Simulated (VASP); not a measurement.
Computed with PBEsol GGA, VASP's PBE PAW potentials (set 64) (plane waves; VASP).

Input for VASP

File POSCAR:
```
Ni
3.4576280
  0.0000000000   0.5000000190   0.5000000190
  0.5000000190   0.0000000000   0.5000000190
  0.5000000190   0.5000000190   0.0000000000
Ni
1
direct
  0.0000000000   0.0000000000   0.0000000000
```

**KPOINTS**
```
Automatic mesh
0
Gamma
16 16 16
0 0 0
```

**INCAR**
```
SYSTEM = Ni
PREC = Accurate; ENCUT = 530; LREAL = .False.
LASPH = .True.
EDIFF = 1E-7; NELM = 100; ALGO = Normal
LMAXMIX = 4
ISMEAR = 1; SIGMA = 0.1
GGA = PS
ISPIN = 2; MAGMOM = 0.6
IBRION = 6; NSW = 1; ISIF = 3
POTIM = 0.015; NFREE = 2
LWAVE = .False.; LCHARG = .False.; LORBIT = 10
```

POTCAR, in this order: Ni (PBE.64 set). Program: vasp_std.

Output of the run:

OSZICAR:
```
...
DAV:   6    -0.613536082156E+01    0.20478E-04   -0.12674E-04 52435   0.143E-01    0.199E-02
DAV:   7    -0.613536258595E+01   -0.17644E-05   -0.11631E-05 49497   0.482E-02    0.107E-02
DAV:   8    -0.613536397943E+01   -0.13935E-05   -0.21149E-06 43078   0.197E-02    0.330E-03
DAV:   9    -0.613536400017E+01   -0.20742E-07   -0.22558E-07 20997   0.738E-03
   8 F= -.61353640E+01 E0= -.61354390E+01  d E =0.225041E-03  mag=     0.5849
       N       E                     dE             d eps       ncg     rms          rms(c)
DAV:   1    -0.616744380169E+01   -0.32080E-01   -0.50612E-01 43888   0.736E+00    0.130E+00
DAV:   2    -0.614212773398E+01    0.25316E-01   -0.20566E-02 44120   0.275E+00    0.632E-01
DAV:   3    -0.613578998622E+01    0.63377E-02   -0.30615E-02 43527   0.187E+00    0.184E-01
DAV:   4    -0.613547056227E+01    0.31942E-03   -0.27304E-03 49959   0.721E-01    0.690E-02
DAV:   5    -0.613537276869E+01    0.97794E-04   -0.23708E-04 49480   0.202E-01    0.344E-02
DAV:   6    -0.613536267066E+01    0.10098E-04   -0.23410E-05 50888   0.584E-02    0.173E-02
DAV:   7    -0.613536359389E+01   -0.92324E-06   -0.32525E-06 54538   0.232E-02    0.725E-03
DAV:   8    -0.613536376556E+01   -0.17166E-06   -0.56620E-07 35742   0.104E-02    0.805E-04
DAV:   9    -0.613536377214E+01   -0.65886E-08   -0.34019E-08 20333   0.278E-03
   9 F= -.61353638E+01 E0= -.61354388E+01  d E =0.225198E-03  mag=     0.5849
       N       E                     dE             d eps       ncg     rms          rms(c)
DAV:   1    -0.611592968327E+01    0.19434E-01   -0.46376E-01 43846   0.704E+00    0.805E-01
DAV:   2    -0.611901620451E+01   -0.30865E-02   -0.94787E-03 46111   0.173E+00    0.431E-01
DAV:   3    -0.612890220059E+01   -0.98860E-02   -0.12509E-02 44894   0.150E+00    0.166E-01
DAV:   4    -0.613166373617E+01   -0.27615E-02   -0.13050E-03 50315   0.578E-01    0.728E-02
DAV:   5    -0.613427066027E+01   -0.26069E-02   -0.53667E-04 47880   0.335E-01    0.372E-02
DAV:   6    -0.613525568266E+01   -0.98502E-03   -0.64014E-05 51118   0.109E-01    0.145E-02
DAV:   7    -0.613532800807E+01   -0.72325E-04   -0.34819E-06 44461   0.266E-02    0.791E-03
DAV:   8    -0.613536529353E+01   -0.37285E-04   -0.26070E-07 37165   0.750E-03    0.781E-04
DAV:   9    -0.613536511536E+01    0.17817E-06   -0.21525E-08 20239   0.236E-03    0.378E-04
DAV:  10    -0.613536450468E+01    0.61067E-06   -0.39210E-09 20064   0.983E-04    0.176E-04
DAV:  11    -0.613536547471E+01   -0.97003E-06   -0.10592E-09 20029   0.489E-04    0.715E-05
DAV:  12    -0.613536496933E+01    0.50538E-06   -0.27354E-10 20001   0.248E-04    0.207E-05
DAV:  13    -0.613536503902E+01   -0.69692E-07   -0.66619E-11 19974   0.106E-04
  10 F= -.61353650E+01 E0= -.61354401E+01  d E =0.225198E-03  mag=     0.5849
       N       E                     dE             d eps       ncg     rms          rms(c)
DAV:   1    -0.616742548960E+01   -0.32061E-01   -0.51762E-01 44115   0.748E+00    0.130E+00
DAV:   2    -0.614213144839E+01    0.25294E-01   -0.20779E-02 43573   0.277E+00    0.632E-01
DAV:   3    -0.613579896816E+01    0.63325E-02   -0.30649E-02 43204   0.188E+00    0.184E-01
DAV:   4    -0.613547324296E+01    0.32573E-03   -0.26962E-03 50314   0.725E-01    0.695E-02
DAV:   5    -0.613537610639E+01    0.97137E-04   -0.25359E-04 48726   0.210E-01    0.350E-02
DAV:   6    -0.613536359114E+01    0.12515E-04   -0.26172E-05 51114   0.605E-02    0.174E-02
DAV:   7    -0.613536457022E+01   -0.97908E-06   -0.31857E-06 54776   0.230E-02    0.776E-03
DAV:   8    -0.613536474256E+01   -0.17234E-06   -0.60889E-07 37161   0.106E-02    0.819E-04
DAV:   9    -0.613536475250E+01   -0.99376E-08   -0.34768E-08 20497   0.283E-03
  11 F= -.61353648E+01 E0= -.61354398E+01  d E =0.225197E-03  mag=     0.5849
       N       E                     dE             d eps       ncg     rms          rms(c)
DAV:   1    -0.615328270908E+01   -0.17918E-01   -0.43883E-01 44259   0.692E+00    0.817E-01
DAV:   2    -0.614113126520E+01    0.12151E-01   -0.85108E-03 44900   0.175E+00    0.434E-01
DAV:   3    -0.613597142220E+01    0.51598E-02   -0.12825E-02 44497   0.150E+00    0.165E-01
DAV:   4    -0.613563846597E+01    0.33296E-03   -0.16960E-03 51679   0.611E-01    0.702E-02
DAV:   5    -0.613541440090E+01    0.22407E-03   -0.38934E-04 46419   0.342E-01    0.408E-02
DAV:   6    -0.613536829901E+01    0.46102E-04   -0.55416E-05 54518   0.121E-01    0.121E-02
DAV:   7    -0.613536535947E+01    0.29395E-05   -0.35665E-06 42499   0.266E-02    0.469E-03
DAV:   8    -0.613536433522E+01    0.10242E-05   -0.26772E-07 31722   0.856E-03    0.845E-04
DAV:   9    -0.613536451163E+01   -0.17641E-06   -0.19885E-08 20227   0.208E-03    0.351E-04
DAV:  10    -0.613536484782E+01   -0.33619E-06   -0.49988E-09 20078   0.981E-04    0.129E-04
DAV:  11    -0.613536491319E+01   -0.65365E-07   -0.14043E-09 20018   0.470E-04
  12 F= -.61353649E+01 E0= -.61354400E+01  d E =0.225200E-03  mag=     0.5849
       N       E                     dE             d eps       ncg     rms          rms(c)
DAV:   1    -0.616744749188E+01   -0.32083E-01   -0.51396E-01 44744   0.745E+00    0.130E+00
DAV:   2    -0.614212715160E+01    0.25320E-01   -0.20526E-02 43467   0.275E+00    0.632E-01
DAV:   3    -0.613579199011E+01    0.63352E-02   -0.30591E-02 43382   0.187E+00    0.184E-01
DAV:   4    -0.613547088939E+01    0.32110E-03   -0.27341E-03 50293   0.720E-01    0.695E-02
DAV:   5    -0.613537391505E+01    0.96974E-04   -0.23369E-04 49160   0.200E-01    0.347E-02
DAV:   6    -0.613536352559E+01    0.10389E-04   -0.23512E-05 51258   0.585E-02    0.174E-02
DAV:   7    -0.613536452906E+01   -0.10035E-05   -0.32799E-06 54635   0.234E-02    0.720E-03
DAV:   8    -0.613536468315E+01   -0.15410E-06   -0.55593E-07 35247   0.103E-02    0.814E-04
DAV:   9    -0.613536469204E+01   -0.88905E-08   -0.34487E-08 20364   0.279E-03
  13 F= -.61353647E+01 E0= -.61354398E+01  d E =0.225196E-03  mag=     0.5849
       N       E                     dE             d eps       ncg     rms          rms(c)
DAV:   1    -0.611562520868E+01    0.19739E-01   -0.11533E+00  5706   0.101E+01    0.518E-01
DAV:   2    -0.612352831281E+01   -0.79031E-02   -0.12895E-02  5918   0.164E+00    0.313E-01
DAV:   3    -0.613093114260E+01   -0.74028E-02   -0.47350E-03  6269   0.929E-01    0.249E-01
DAV:   4    -0.613640907380E+01   -0.54779E-02   -0.10332E-03  6891   0.344E-01    0.222E-02
DAV:   5    -0.613633637257E+01    0.72701E-04   -0.21698E-05  5756   0.558E-02    0.121E-02
DAV:   6    -0.613645941026E+01   -0.12304E-03   -0.42750E-06  5509   0.218E-02    0.390E-03
DAV:   7    -0.613644625821E+01    0.13152E-04   -0.33648E-07  5482   0.756E-03    0.980E-04
DAV:   8    -0.613644903186E+01   -0.27737E-05   -0.22572E-08  2830   0.177E-03    0.447E-04
DAV:   9    -0.613645106908E+01   -0.20372E-05   -0.48016E-09  2657   0.728E-04    0.171E-04
DAV:  10    -0.613645068479E+01    0.38429E-06   -0.74788E-10  2652   0.385E-04    0.458E-05
DAV:  11    -0.613645086761E+01   -0.18282E-06   -0.10589E-10  2647   0.149E-04    0.204E-05
DAV:  12    -0.613645077142E+01    0.96191E-07   -0.19427E-11  2649   0.566E-05
  14 F= -.61364508E+01 E0= -.61365220E+01  d E =0.213718E-03  mag=     0.5853
       N       E                     dE             d eps       ncg     rms          rms(c)
DAV:   1    -0.613465321764E+01    0.17976E-02   -0.37023E+00  5523   0.176E+01    0.427E-01
DAV:   2    -0.613687053620E+01   -0.22173E-02   -0.23332E-02  5305   0.218E+00    0.231E-01
DAV:   3    -0.613672980877E+01    0.14073E-03   -0.72962E-04  6204   0.334E-01    0.116E-01
DAV:   4    -0.613644229679E+01    0.28751E-03   -0.52359E-04  5436   0.205E-01    0.216E-02
DAV:   5    -0.613645068511E+01   -0.83883E-05   -0.25973E-05  5480   0.471E-02    0.685E-03
DAV:   6    -0.613645060515E+01    0.79962E-07   -0.10832E-06  5691   0.103E-02    0.158E-03
DAV:   7    -0.613645072007E+01   -0.11492E-06   -0.54018E-08  4264   0.220E-03    0.628E-04
DAV:   8    -0.613645078793E+01   -0.67856E-07   -0.31474E-08  2756   0.150E-03
  15 F= -.61364508E+01 E0= -.61365220E+01  d E =0.213708E-03  mag=     0.5853
```

OUTCAR:
```
------------------------ aborting loop because EDIFF is reached ----------------------------------------
  FORCE on cell =-STRESS in cart. coord.  units (eV):
  Direction    XX          YY          ZZ          XY          YZ          ZX
  --------------------------------------------------------------------------------------
  Total        0.0413266      0.0413266      0.0413266      0.0000000      0.0000000      0.0000000
  in kB        6.4071642      6.4071642      6.4071642      0.0000000      0.0000000      0.0000000
  external PRESSURE =       6.4071642 kB  Pullay stress =       0.0000000 kB
  volume of cell :       10.33
      direct lattice vectors                 reciprocal lattice vectors
     0.000000000  1.728814066  1.728814066    -0.289215602  0.289215602  0.289215602
     1.728814066  0.000000000  1.728814066     0.289215602 -0.289215602  0.289215602
     1.728814066  1.728814066  0.000000000     0.289215602  0.289215602 -0.289215602
 POSITION                                       TOTAL-FORCE (eV/Angst)
 -----------------------------------------------------------------------------------
     -0.01500      0.00000      0.00000         0.000000      0.000000      0.000000
 -----------------------------------------------------------------------------------
    total drift:                                0.000071     -0.000002     -0.000001
  FREE ENERGIE OF THE ION-ELECTRON SYSTEM (eV)
  ---------------------------------------------------
  free  energy   TOTEN  =        -6.1364507879 eV

  energy  without entropy=       -6.1366644961  energy(sigma->0) =       -6.13652202

   1 f  =    0.000000 THz     0.000000 2PiTHz    0.000000 cm-1     0.000000 meV
             X         Y         Z           dx          dy          dz
      0.000000  0.000000  0.000000     1.000000    0.000000    0.000000

   2 f  =    0.000000 THz     0.000000 2PiTHz    0.000000 cm-1     0.000000 meV
             X         Y         Z           dx          dy          dz
      0.000000  0.000000  0.000000     0.000000    1.000000    0.000000

   3 f  =    0.000000 THz     0.000000 2PiTHz    0.000000 cm-1     0.000000 meV
             X         Y         Z           dx          dy          dz
      0.000000  0.000000  0.000000     0.000000    0.000000    1.000000

 ELASTIC MODULI CONTR FROM IONIC RELAXATION (kBar)
 Direction    XX          YY          ZZ          XY          YZ          ZX
 --------------------------------------------------------------------------------
 XX           0.0000      0.0000      0.0000      0.0000      0.0000      0.0000
 YY           0.0000      0.0000      0.0000      0.0000      0.0000      0.0000
 ZZ           0.0000      0.0000      0.0000      0.0000      0.0000      0.0000
 XY           0.0000      0.0000      0.0000      0.0000      0.0000      0.0000
 YZ           0.0000      0.0000      0.0000      0.0000      0.0000      0.0000
 ZX           0.0000      0.0000      0.0000      0.0000      0.0000      0.0000
 --------------------------------------------------------------------------------

 TOTAL ELASTIC MODULI (kBar)
 Direction    XX          YY          ZZ          XY          YZ          ZX
 --------------------------------------------------------------------------------
 XX        3206.3748   1858.8128   1858.8128     -0.0000      0.0000     -0.0000
 YY        1858.8128   3206.3748   1858.8128     -0.0000     -0.0000      0.0000
 ZZ        1858.8128   1858.8128   3206.3748     -0.0000     -0.0000     -0.0000
 XY          -0.0000     -0.0000     -0.0000   1502.6065      0.0000     -0.0000
 YZ           0.0000     -0.0000     -0.0000      0.0000   1502.6065      0.0000
 ZX          -0.0000      0.0000     -0.0000     -0.0000      0.0000   1502.6065
 --------------------------------------------------------------------------------
```
(Selected blocks of OUTCAR.)

Finite-difference elastic constants of metals are sensitive to mesh and smearing; shear constants can be off by tens of GPa.

The compound is Ni in the fcc structure. It was relaxed first, which changed the volume by -5 %.
